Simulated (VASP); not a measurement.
Here is the system:

```xyz
2
Lattice="2.8606 0.0000 0.0000 -1.4303 2.4773 0.0000 0.0000 0.0000 4.1901" Properties=species:S:1:pos:R:3 pbc="T T T"
Ti     0.0000     0.0000     0.0000
Si     1.4303     0.8258     2.0951
```

Method: r2SCAN meta-GGA, VASP's PBE PAW potentials (set 64) (plane waves; VASP). Run with 400 eV cut-off, 16×16×10 Γ-centred mesh, tetrahedra with Blöchl corrections, potentials Ti_sv Si.

Problem. Give the energies of bands 5 to 11 at the high-symmetry points, in eV from the Fermi level.

Solution. 
```tsv
band	Γ	M	K	A	L	H
5	-12.29	-6.73	-5.28	-11.32	-6.88	-5.48
6	-2.89	-5.78	-4.28	-6.62	-5.00	-4.18
7	-2.63	-2.69	-3.75	-0.34	-2.84	-2.93
8	1.16	-1.44	-1.87	1.27	-0.49	-2.09
9	1.16	2.01	-0.32	1.27	1.05	-0.26
10	2.84	3.91	1.83	2.52	1.06	1.33
11	2.84	4.13	2.00	2.52	3.22	3.71
```

It has no gap at this level: it comes out as a metal or semimetal.

The structure was generated: TiSi was put into the WC type (P-6m2), which need not be its known phase. It was relaxed first, which changed the volume by -15 %.
